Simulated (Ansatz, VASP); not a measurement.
# SnO2 (Cassiterite) in two plane-wave programs, part 2 of 3

Aim: how closely do two programs agree when they are given the same cell, functional and k mesh? The cell is taken from a series of runs on this material, whose earlier steps may have relaxed, scaled, displaced or heated it; both programs get it as it stands.

VASP 6.6.1 and Ansatz 0.2.0.

So far: Starting point; Ansatz: zone-centre phonons, LDA.

### Step 3. VASP: zone-centre phonons, LDA

Level of this step: LDA; plane waves and PAW (Sn_d, O) (VASP).

The same cell, functional (in two slightly different forms) and mesh now go to VASP, with its own data sets.

Lines of VASP's logs that name or quote its potential files are left out, and so is its time.

File INCAR:

```
SYSTEM = SnO2
PREC = Accurate
ENCUT = 600
EDIFF = 1E-08
NELM = 120
ISMEAR = 0
SIGMA = 0.01
LREAL = .FALSE.
ALGO = Normal
GGA = CA
NBANDS = 32
LORBIT = 11
LWAVE = .FALSE.
LCHARG = .FALSE.
ISIF = 2
IBRION = 8
LEPSILON = .TRUE.
LASPH = .TRUE.
GGA_COMPAT = .FALSE.
EFERMI = MIDGAP
KPAR = 2
```

File POSCAR:

```
SnO2
1.0
    4.6995921104      0.0000000000      0.0000000000
    0.0000000000      4.6995921104      0.0000000000
    0.0000000000      0.0000000000      3.2149198589
Sn O
2 4
Direct
    0.0000000000      0.0000000000      0.0000000000
    0.5000000000      0.5000000000      0.5000000000
    0.3058350208      0.3058350208      0.0000000000
    0.1941649792      0.8058350208      0.5000000000
    0.6941649792      0.6941649792      0.0000000000
    0.8058350208      0.1941649792      0.5000000000
```

File KPOINTS:

```
Automatic mesh
0
Gamma
4 4 4
0 0 0
```

The projector-augmented-wave data sets are Sn_d and O (LDA family, release 64).

Run with:

```bash
$ mpirun -np 2 vasp_std
```

Log:

```text
[banner, memory and clock lines left out]
running    2 mpi-ranks, on    1 nodes
 distrk:  each k-point on    1 cores,    2 groups
 distr:  one band on    1 cores,    1 groups

 POSCAR found type information on POSCAR SnO
 POSCAR found :  2 types and       6 ions
 LDA part: xc-table for (Slater(with rela. corr.)+CA(PZ))
 , standard interpolation
 POSCAR, INCAR and KPOINTS ok, starting setup
 FFT: planning ... GRIDC
 FFT: planning ... GRID_SOFT
 FFT: planning ... GRID
 WAVECAR not read
 entering main loop
       N       E                     dE             d eps       ncg     rms          rms(c)
DAV:   1     0.675962036181E+03    0.67596E+03   -0.28275E+04  1272   0.281E+03
DAV:   2     0.587720281795E+02   -0.61719E+03   -0.59181E+03  1272   0.732E+02
DAV:   3    -0.429178910231E+02   -0.10169E+03   -0.10042E+03  1344   0.234E+02
DAV:   4    -0.483010189997E+02   -0.53831E+01   -0.53634E+01  1368   0.590E+01
DAV:   5    -0.484653695384E+02   -0.16435E+00   -0.16431E+00  1496   0.105E+01    0.158E+01
DAV:   6    -0.423420645582E+02    0.61233E+01   -0.22174E+01  1840   0.693E+01    0.615E+00
DAV:   7    -0.423703405368E+02   -0.28276E-01   -0.20213E+00  1320   0.831E+00    0.325E+00
DAV:   8    -0.422921577879E+02    0.78183E-01   -0.28283E-01  1792   0.509E+00    0.729E-01
DAV:   9    -0.422761547248E+02    0.16003E-01   -0.63888E-02  1848   0.370E+00    0.133E-01
DAV:  10    -0.422763026544E+02   -0.14793E-03   -0.44019E-03  1680   0.569E-01    0.447E-02
DAV:  11    -0.422763082302E+02   -0.55759E-05   -0.20702E-04  1808   0.196E-01    0.212E-02
DAV:  12    -0.422763113904E+02   -0.31602E-05   -0.21004E-05  1592   0.422E-02    0.145E-02
DAV:  13    -0.422763076941E+02    0.36963E-05   -0.14209E-05  1816   0.473E-02    0.159E-03
DAV:  14    -0.422763078014E+02   -0.10734E-06   -0.13291E-06  1504   0.955E-03    0.891E-04
DAV:  15    -0.422763078067E+02   -0.52487E-08   -0.54496E-08  1424   0.196E-03
   1 F= -.42276308E+02 E0= -.42276308E+02  d E =0.000000E+00
 Linear response reoptimize wavefunctions to high precision
DAV:   1    -0.422763078031E+02    0.36061E-08   -0.16063E-08  1328   0.150E-03
DAV:   2    -0.422763078032E+02   -0.76398E-10   -0.11474E-09   832   0.238E-04
DAV:   3    -0.422763078033E+02   -0.11096E-09   -0.18187E-10   864   0.114E-04
 Linear response G [H, r] |phi>, progress :
  Direction:   1
       N       E                     dE             d eps       ncg     rms
RMM:   1    -0.134523379378E+03   -0.13452E+03    0.14220E+03  1451   0.336E+02
RMM:   2    -0.159846722478E+03   -0.25323E+02   -0.65069E+01  2060   0.687E+01
RMM:   3    -0.164295058636E+03   -0.44483E+01   -0.47463E-01  2154   0.165E+01
RMM:   4    -0.164933344683E+03   -0.63829E+00    0.56146E-01  2266   0.419E+00
RMM:   5    -0.165050332147E+03   -0.11699E+00   -0.54972E-02  2241   0.144E+00
RMM:   6    -0.165053469195E+03   -0.31370E-02   -0.32069E-03  2280   0.536E-01
RMM:   7    -0.165054911642E+03   -0.14424E-02   -0.32543E-03  2289   0.209E-01
RMM:   8    -0.165054851813E+03    0.59829E-04    0.82998E-04  2314   0.762E-02
RMM:   9    -0.165054844056E+03    0.77573E-05   -0.12603E-04  2337   0.319E-02
RMM:  10    -0.165054832657E+03    0.11399E-04    0.21584E-04  2286   0.163E-02
RMM:  11    -0.165054772309E+03    0.60348E-04    0.34847E-03  2189   0.105E-02
RMM:  12    -0.165054801606E+03   -0.29296E-04    0.31352E-04  2081   0.840E-03
RMM:  13    -0.165054788379E+03    0.13226E-04    0.32870E-03  1989   0.758E-03
RMM:  14    -0.165054818813E+03   -0.30434E-04    0.13515E-03  1855   0.724E-03
RMM:  15    -0.165054776060E+03    0.42753E-04    0.38586E-03  1776   0.709E-03
RMM:  16    -0.165054830961E+03   -0.54901E-04    0.13898E-03  1717   0.704E-03
 Linear response G [H, r] |phi>, progress :
  Direction:   2
       N       E                     dE             d eps       ncg     rms
 LRF_COMMUTATOR internal error: the vector H(1)-e(1) S(1) |phi(0)> is not orthog
 onal to |phi(0)> (-1.087231862037779E-004,1.296445589771267E-014)
 LRF_COMMUTATOR internal error: the vector H(1)-e(1) S(1) |phi(0)> is not orthog
 onal to |phi(0)> (1.087232451721341E-004,1.617022488131781E-014)
RMM:   1    -0.132263256589E+03   -0.13226E+03    0.15001E+03  1441   0.341E+02
 LRF_COMMUTATOR internal error: the vector H(1)-e(1) S(1) |phi(0)> is not orthog
 onal to |phi(0)> (-1.291022655377783E-004,7.945033519973776E-016)
 LRF_COMMUTATOR internal error: the vector H(1)-e(1) S(1) |phi(0)> is not orthog
 onal to |phi(0)> (1.291022655094398E-004,9.100359354974330E-015)
 LRF_COMMUTATOR internal error: the vector H(1)-e(1) S(1) |phi(0)> is not orthog
 onal to |phi(0)> (-1.827736264052188E-004,7.322625578815023E-014)
 LRF_COMMUTATOR internal error: the vector H(1)-e(1) S(1) |phi(0)> is not orthog
 onal to |phi(0)> (1.827729983997222E-004,9.717064392705810E-014)
 LRF_COMMUTATOR internal error: the vector H(1)-e(1) S(1) |phi(0)> is not orthog
 onal to |phi(0)> (-1.273728457577283E-004,2.715362656946496E-014)
[...]
RMM:   1    -0.248072372000E+00   -0.24807E+00    0.19334E+00  2002   0.973E+00
RMM:   2    -0.739231705932E+00   -0.49116E+00   -0.26525E-01  3188   0.218E+00    0.138E+00
RMM:   3    -0.729327979424E+00    0.99037E-02   -0.28203E-02  3267   0.878E-01    0.781E-01
RMM:   4    -0.736306118927E+00   -0.69781E-02   -0.61302E-03  3245   0.515E-01    0.266E-01
[...]
RMM:   6    -0.219236179192E+00   -0.33246E-04   -0.65998E-05  3773   0.113E-02    0.370E-03
RMM:   7    -0.219246374198E+00   -0.10195E-04   -0.43627E-05  3843   0.355E-03    0.122E-03
RMM:   8    -0.219247730577E+00   -0.13564E-05   -0.24950E-05  3833   0.118E-03    0.619E-04
RMM:   9    -0.219248644812E+00   -0.91423E-06   -0.47015E-07  3787   0.679E-04    0.698E-05
RMM:  10    -0.219249172616E+00   -0.52780E-06   -0.49078E-06  3948   0.326E-04    0.310E-05
RMM:  11    -0.219249071684E+00    0.10093E-06   -0.11905E-06  4051   0.220E-04    0.788E-06
RMM:  12    -0.219249012854E+00    0.58829E-07   -0.74455E-07  4042   0.184E-04    0.282E-06
RMM:  13    -0.219248973207E+00    0.39648E-07   -0.17980E-07  4095   0.172E-04    0.930E-07
RMM:  14    -0.219248948489E+00    0.24718E-07    0.96072E-08  3778   0.168E-04    0.454E-07
RMM:  15    -0.219248965202E+00   -0.16713E-07    0.47212E-08  2991   0.166E-04    0.165E-07
RMM:  16    -0.219248954093E+00    0.11109E-07    0.53130E-08  2796   0.165E-04    0.106E-07
RMM:  17    -0.219248961590E+00   -0.74972E-08   -0.57174E-08  2671   0.165E-04    0.527E-08
 first order change of Fermi-energy  -0.13786E-05
 force on displaced ion       1 direction 1 : -25.130  -1.185   0.000
 Born effective charge ion    1 direction 1 :   4.053   0.393   0.000
 Linear response progress:
  Degree of freedom:   2/  4
       N       E                     dE             d eps       ncg     rms          rms(c)
RMM:   1    -0.204183542481E+00   -0.20418E+00    0.21385E+00  1823   0.145E+01
RMM:   2    -0.210906198811E+00   -0.67227E-02   -0.20361E-02  2313   0.991E-01    0.993E-02
RMM:   3    -0.210669693805E+00    0.23651E-03   -0.18974E-03  2479   0.230E-01    0.551E-02
RMM:   4    -0.210250019426E+00    0.41967E-03   -0.30998E-04  2553   0.698E-02    0.232E-02
RMM:   5    -0.210163860936E+00    0.86158E-04   -0.62331E-05  2650   0.238E-02    0.899E-03
RMM:   6    -0.210170231797E+00   -0.63709E-05    0.37088E-05  2617   0.791E-03    0.957E-04
RMM:   7    -0.210178199774E+00   -0.79680E-05    0.12504E-05  2681   0.264E-03    0.203E-04
RMM:   8    -0.210180403295E+00   -0.22035E-05    0.72413E-06  2675   0.106E-03    0.144E-04
RMM:   9    -0.210180185474E+00    0.21782E-06    0.85145E-06  2739   0.496E-04    0.335E-05
RMM:  10    -0.210180560217E+00   -0.37474E-06    0.21680E-07  2808   0.285E-04    0.256E-05
RMM:  11    -0.210180742659E+00   -0.18244E-06    0.18989E-07  2745   0.198E-04    0.566E-06
RMM:  12    -0.210180697465E+00    0.45193E-07   -0.15195E-07  2860   0.157E-04    0.219E-06
RMM:  13    -0.210180761024E+00   -0.63558E-07   -0.38205E-07  2772   0.137E-04    0.125E-06
RMM:  14    -0.210180715174E+00    0.45850E-07    0.79822E-08  2342   0.126E-04    0.866E-07
RMM:  15    -0.210180735446E+00   -0.20271E-07   -0.18895E-07  2391   0.120E-04    0.311E-07
RMM:  16    -0.210180726378E+00    0.90677E-08   -0.29624E-08  2104   0.117E-04    0.307E-07
 first order change of Fermi-energy  -0.76286E-04
 force on displaced ion       1 direction 3 :  -0.000   0.000 -19.728
 Born effective charge ion    1 direction 3 :   0.000   0.000   4.474
 Linear response progress:
  Degree of freedom:   3/  4
       N       E                     dE             d eps       ncg     rms          rms(c)
RMM:   1    -0.377032888251E+00   -0.37703E+00    0.24063E-01  3902   0.335E+00
RMM:   2    -0.365282370809E+00    0.11751E-01   -0.93433E-03  3105   0.952E-01    0.172E-01
RMM:   3    -0.367129955923E+00   -0.18476E-02   -0.20477E-03  3452   0.290E-01    0.884E-02
RMM:   4    -0.368450763125E+00   -0.13208E-02   -0.68154E-04  3526   0.141E-01    0.245E-02
RMM:   5    -0.368605287968E+00   -0.15452E-03    0.52128E-06  3607   0.337E-02    0.126E-02
RMM:   6    -0.368629553845E+00   -0.24266E-04   -0.72043E-06  3388   0.136E-02    0.237E-03
RMM:   7    -0.368629153916E+00    0.39993E-06   -0.49446E-06  3618   0.432E-03    0.924E-04
RMM:   8    -0.368626188077E+00    0.29658E-05   -0.90334E-07  3421   0.177E-03    0.389E-04
RMM:   9    -0.368624936594E+00    0.12515E-05   -0.97797E-07  3687   0.811E-04    0.149E-04
RMM:  10    -0.368625203367E+00   -0.26677E-06   -0.54612E-07  3581   0.409E-04    0.376E-05
RMM:  11    -0.368625049737E+00    0.15363E-06    0.30388E-07  3874   0.252E-04    0.109E-05
RMM:  12    -0.368625037424E+00    0.12313E-07   -0.38742E-08  3858   0.201E-04    0.413E-06
RMM:  13    -0.368625049676E+00   -0.12252E-07    0.56572E-08  3987   0.183E-04    0.109E-06
RMM:  14    -0.368625053062E+00   -0.33856E-08    0.13066E-07  3821   0.176E-04    0.559E-07
RMM:  15    -0.368625052077E+00    0.98510E-09    0.88176E-09  3364   0.174E-04    0.168E-07
 first order change of Fermi-energy   0.15155E+00
 force on displaced ion       3 direction 1 : -13.990 -10.360   0.000
 Born effective charge ion    3 direction 1 :  -2.041  -0.703   0.000
 Linear response progress:
  Degree of freedom:   4/  4
       N       E                     dE             d eps       ncg     rms          rms(c)
RMM:   1    -0.365087040686E+00   -0.36509E+00    0.26299E-01  3031   0.333E+00
RMM:   2    -0.352313821421E+00    0.12773E-01   -0.67543E-03  2475   0.901E-01    0.166E-01
RMM:   3    -0.354286169358E+00   -0.19723E-02   -0.18487E-03  2795   0.257E-01    0.853E-02
RMM:   4    -0.355822694820E+00   -0.15365E-02   -0.66311E-04  2769   0.136E-01    0.179E-02
RMM:   5    -0.355802103984E+00    0.20591E-04   -0.28081E-05  2893   0.258E-02    0.766E-03
RMM:   6    -0.355751194725E+00    0.50909E-04    0.39475E-06  2851   0.824E-03    0.122E-03
RMM:   7    -0.355766216788E+00   -0.15022E-04   -0.34781E-06  2920   0.240E-03    0.543E-04
RMM:   8    -0.355761764793E+00    0.44520E-05    0.18236E-07  2976   0.861E-04    0.139E-04
RMM:   9    -0.355760967541E+00    0.79725E-06   -0.37160E-07  3028   0.370E-04    0.524E-05
RMM:  10    -0.355761175893E+00   -0.20835E-06    0.11459E-06  3040   0.224E-04    0.109E-05
RMM:  11    -0.355761139068E+00    0.36825E-07   -0.11603E-07  3154   0.178E-04    0.223E-06
RMM:  12    -0.355761163345E+00   -0.24276E-07   -0.31271E-08  3125   0.163E-04    0.739E-07
RMM:  13    -0.355761156082E+00    0.72631E-08    0.12638E-07  2845   0.157E-04    0.344E-07
RMM:  14    -0.355761155982E+00    0.99562E-10    0.16269E-08  2416   0.155E-04    0.271E-07
 first order change of Fermi-energy   0.17603E-03
 force on displaced ion       3 direction 3 :  -0.001  -0.001 -13.214
 Born effective charge ion    3 direction 3 :   0.000   0.000  -2.300
 Born effective charges drift removed
 Linear response finished
```

(Continued in part 3 of 3.)

[Lines on the potential files, build, host, timing and source positions are cut from VASP's logs without a mark.]

[Logs are printed without paths, hosts, clocks, repeated set-up lines and the standing remarks that a program may print on its own settings, such as how far it seeks lower states.]

[Hosts, paths, dates, database ids (printed as entryN), source tags and the programs' standing remarks are cut or masked in the printed files.]
